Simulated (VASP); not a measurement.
Set up this calculation in VASP 6.6.1, as the native input.

* Task: single point
* Functional: PBE
* Potentials or basis: VASP PAW PBE potentials, release 64 (Tl_d, Ga_d)
* Cutoff: 520 eV
* k mesh: 7 × 7 × 7
* Occupations: fermi-dirac, width 0.05 eV
* Spin: no spin polarisation
* Further INCAR settings: ALGO = Normal; EDIFF = 1e-07; NBANDS = 26

The structure of Tl2Ga lies in POSCAR:

```
Tl2Ga
1.0
    2.2712950800      1.3113328200      3.1751935900
   -2.2712950800      1.3113328200      3.1751935900
    0.0000000000     -2.6226656500      3.1751935900
Tl Ga
2 1
Direct
    0.3543659200      0.3543659200      0.3543659200
    0.6456340800      0.6456340800      0.6456340800
    0.5000000000      0.5000000000      0.5000000000
```

The cell was built by a generator and needn't be a form met in nature.

One way to write it, as run:

INCAR

```
  ALGO = Normal
  EDIFF = 1E-7
  ENCUT = 520
  GGA = PE
  ISIF = 2
  ISMEAR = -1
  LASPH = T
  LCHARG = F
  LREAL = F
  LWAVE = F
  NBANDS = 26
  NELM = 60
  PREC = Accurate
  SIGMA = 0.05
```

KPOINTS

```
k-points
0
Gamma
  7 7 7
```

Potentials or basis: VASP PAW PBE potentials, release 64 (Tl_d, Ga_d).

Run with:

```bash
$ cat potpaw_PBE.64/Tl_d/POTCAR potpaw_PBE.64/Ga_d/POTCAR > POTCAR
$ mpirun -np 1 vasp_std > vasp.out
```

It gave:

```json
{
 "Pressure": "318.8 GPa",
 "Largest force": "105.670 eV/Å",
 "Band gap on the k mesh": "none (metal or under the smearing width)"
}
```

Caveat: a pressure of tens of GPa on the cell as given is suspect, and the run, the potentials or the cell itself is likely at fault; forces of over 1 eV/Å show positions far from the minimum, so gaps and moduli don't describe the material at rest.

Run time: 46 s on 1 thread of Intel(R) Xeon(R) Platinum 8488C (Sapphire Rapids) (shared host), peak memory 0.21 GiB.
